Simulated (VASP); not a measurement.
A convergence study with VASP on PbTe (rock salt): one setting is varied, all else stays as given below, so the limit is that of these other settings. ε∞ is the independent-particle value.

```yaml
crystal:
  lattice:
    - [0.00000, 3.23000, 3.23000]
    - [3.23000, 0.00000, 3.23000]
    - [3.23000, 3.23000, 0.00000]
  atoms:
    - { symbol: Te, position: [0.50000, 0.50000, 0.50000] }
    - { symbol: Pb, position: [0.00000, 0.00000, 0.00000] }
```

Computed with PBE GGA, VASP's PBE PAW potentials (set 64) (plane waves; VASP 6.6.1). The tightest run used: 550 eV cut-off, 6×6×6 Γ-centred mesh, Gaussian smearing of 0.050 eV, potentials Te Pb_d.

The reference is NBANDS = 138, which took about 6 core-minutes. The timings are rough (shared machines, no repeats); factors under 2 mean little.

Question: Of the settings NBANDS = 11; NBANDS = 12; NBANDS = 14; NBANDS = 18; NBANDS = 26; NBANDS = 42; NBANDS = 74; NBANDS = 138, which is the lowest that keeps the difference from the reference in mean ε∞ within 0.3 from there on, and what does it cost?

Answer: NBANDS = 18; its cost over the reference is about 1/7.
| setting | difference in mean ε∞ | cost over the reference |
|---|---|---|
| NBANDS = 11 | 12.95 | about 1/10 |
| NBANDS = 12 | 4.46 | about 1/9 |
| NBANDS = 14 | 0.53 | about 1/8 |
| NBANDS = 18 | 0.16 | about 1/7 |
| NBANDS = 26 | 0.09 | about 1/5 |
| NBANDS = 42 | 0.04 | about 1/3 |
| NBANDS = 74 | 0.01 | within a factor of 2 |
| NBANDS = 138 | 0.00 | reference |

Left out are rungs that failed or repeat a setting and relaxations that didn't move; long series are thinned to 24 rows.

The compound is PbTe in the rock salt structure. The cell was not relaxed at this level.
